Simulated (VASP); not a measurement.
Output of a VASP run:

**OSZICAR**
```
...
DAV:  10    -0.820756639565E+02    0.36664E-01   -0.40278E-02   566   0.144E+00    0.961E-01
DAV:  11    -0.821360968202E+02   -0.60433E-01   -0.20054E-01   560   0.292E+00    0.211E-01
DAV:  12    -0.821378327952E+02   -0.17360E-02   -0.98471E-03   668   0.731E-01    0.123E-01
DAV:  13    -0.821387121510E+02   -0.87936E-03   -0.20300E-04   644   0.138E-01    0.115E-01
DAV:  14    -0.821369790333E+02    0.17331E-02   -0.10144E-03   572   0.431E-01    0.276E-01
DAV:  15    -0.821402746603E+02   -0.32956E-02   -0.43033E-03   572   0.766E-01    0.283E-02
DAV:  16    -0.821403234039E+02   -0.48744E-04   -0.24206E-04   650   0.150E-01    0.508E-02
DAV:  17    -0.821403264219E+02   -0.30180E-05   -0.75987E-06   656   0.195E-02    0.523E-02
DAV:  18    -0.821403288036E+02   -0.23817E-05   -0.40709E-07   334   0.780E-03    0.539E-02
DAV:  19    -0.821403337964E+02   -0.49928E-05   -0.33794E-05   614   0.721E-02    0.123E-02
DAV:  20    -0.821403359143E+02   -0.21179E-05   -0.96025E-06   644   0.389E-02    0.369E-02
DAV:  21    -0.821403356572E+02    0.25709E-06   -0.23186E-06   444   0.191E-02
   1 F= -.82140336E+02 E0= -.82140336E+02  d E =-.821403E+02
       N       E                     dE             d eps       ncg     rms          rms(c)
DAV:   1    -0.822365469074E+02   -0.96211E-01   -0.33279E+00   680   0.342E+01    0.169E+00
DAV:   2    -0.821553288622E+02    0.81218E-01   -0.17683E-01   680   0.760E+00    0.648E-01
DAV:   3    -0.821412152546E+02    0.14114E-01   -0.58290E-02   680   0.435E+00    0.119E-01
DAV:   4    -0.821424680407E+02   -0.12528E-02   -0.52116E-03   560   0.778E-01    0.754E-02
DAV:   5    -0.821414513793E+02    0.10167E-02   -0.44481E-03   560   0.589E-01    0.536E-02
DAV:   6    -0.821429391199E+02   -0.14877E-02   -0.20816E-03   560   0.396E-01    0.404E-02
DAV:   7    -0.821415231696E+02    0.14160E-02   -0.15467E-03   560   0.386E-01    0.247E-02
DAV:   8    -0.821429226649E+02   -0.13995E-02   -0.18972E-03   560   0.407E-01    0.677E-03
DAV:   9    -0.821429418580E+02   -0.19193E-04   -0.50125E-05   590   0.525E-02    0.499E-03
DAV:  10    -0.821429479536E+02   -0.60956E-05   -0.45569E-06   594   0.257E-02    0.279E-03
DAV:  11    -0.821429435417E+02    0.44119E-05   -0.21647E-06   408   0.211E-02    0.956E-04
DAV:  12    -0.821429477975E+02   -0.42558E-05   -0.14874E-06   408   0.206E-02    0.106E-03
DAV:  13    -0.821429469579E+02    0.83960E-06   -0.30977E-07   280   0.913E-03
   2 F= -.82142947E+02 E0= -.82142947E+02  d E =-.261130E-02
       N       E                     dE             d eps       ncg     rms          rms(c)
DAV:   1    -0.821494217528E+02   -0.64740E-02   -0.21015E-01   680   0.830E+00    0.436E-01
DAV:   2    -0.821440689490E+02    0.53528E-02   -0.11771E-02   680   0.198E+00    0.164E-01
DAV:   3    -0.821432142588E+02    0.85469E-03   -0.36157E-03   680   0.109E+00    0.302E-02
DAV:   4    -0.821432703215E+02   -0.56063E-04   -0.31965E-04   560   0.196E-01    0.196E-02
DAV:   5    -0.821432272509E+02    0.43071E-04   -0.29913E-04   560   0.155E-01    0.141E-02
DAV:   6    -0.821433172111E+02   -0.89960E-04   -0.11010E-04   560   0.901E-02    0.113E-02
DAV:   7    -0.821432030953E+02    0.11412E-03   -0.10776E-04   560   0.104E-01    0.682E-03
DAV:   8    -0.821433158310E+02   -0.11274E-03   -0.15198E-04   560   0.118E-01    0.158E-03
DAV:   9    -0.821433181381E+02   -0.23071E-05   -0.36590E-06   576   0.142E-02    0.150E-03
DAV:  10    -0.821433175866E+02    0.55147E-06   -0.20932E-07   280   0.515E-03
   3 F= -.82143318E+02 E0= -.82143318E+02  d E =-.298193E-02
```

File OUTCAR:
```
------------------------ aborting loop because EDIFF is reached ----------------------------------------
  FORCE on cell =-STRESS in cart. coord.  units (eV):
  Direction    XX          YY          ZZ          XY          YZ          ZX
  --------------------------------------------------------------------------------------
  Total       -0.0027020     -0.0027020     -0.0027020      0.0000000     -0.0000000      0.0000000
  in kB       -0.0631039     -0.0631039     -0.0631039      0.0000000     -0.0000000      0.0000000
  external PRESSURE =      -0.0631039 kB  Pullay stress =       0.0000000 kB
  volume of cell :       68.60
      direct lattice vectors                 reciprocal lattice vectors
     0.000000000  3.249156418  3.249156418    -0.153886097  0.153886097  0.153886097
     3.249156418  0.000000000  3.249156418     0.153886097 -0.153886097  0.153886097
     3.249156418  3.249156418  0.000000000     0.153886097  0.153886097 -0.153886097
  FREE ENERGIE OF THE ION-ELECTRON SYSTEM (eV)
  ---------------------------------------------------
  free  energy   TOTEN  =       -82.1433175866 eV

  energy  without entropy=      -82.1433175866  energy(sigma->0) =      -82.14331759

 reached required accuracy - stopping structural energy minimisation
```
(Selected blocks of OUTCAR.)

**POSCAR**
```
PbTe
1
    0.0000000000     3.2300000000     3.2300000000
    3.2300000000     0.0000000000     3.2300000000
    3.2300000000     3.2300000000     0.0000000000
Te Pb
1 1
Direct
  0.5000000000   0.5000000000   0.5000000000
  0.0000000000   0.0000000000   0.0000000000
```

Reconstruct the remaining input files.

This is not unique; one that fits is the input of the run itself, r2SCAN+rVV10, plane waves, VASP's PBE PAW potentials (set 64).

INCAR:
```
# general
SYSTEM  =PbTe
PREC    =Accurate
ENCUT   =520   # plane-wave cut-off (eV)
LREAL   =.False.   # projection in real space or not
LASPH   =.True.   # aspherical one-centre terms

# electronic loop
EDIFF   =1E-6   # SCF stop (eV)
NELM    =100   # most electronic steps
ALGO    =Normal
LMAXMIX =4
LMIXTAU =.True.

# smearing
ISMEAR  =0   # Gaussian
SIGMA   =0.05

# functional
METAGGA =R2SCAN
LUSE_VDW=.True.
BPARAM  =11.95
CPARAM  =0.0093

# ions
IBRION  =2   # conjugate gradients
NSW     =60   # most ionic steps
ISIF    =3   # ions, shape and volume
EDIFFG  =-0.01   # ionic stop

# output
LWAVE   =.False.
LCHARG  =.False.
```

**KPOINTS**
```
Regular mesh
0
Gamma
 7 7 7
0 0 0
```

POTCAR, in this order: Te Pb_d (PBE.64 set). Program: vasp_std.

The compound is PbTe in the rock salt structure. This run relaxes it. Symmetry was kept, so distortions that lower it aren't found.
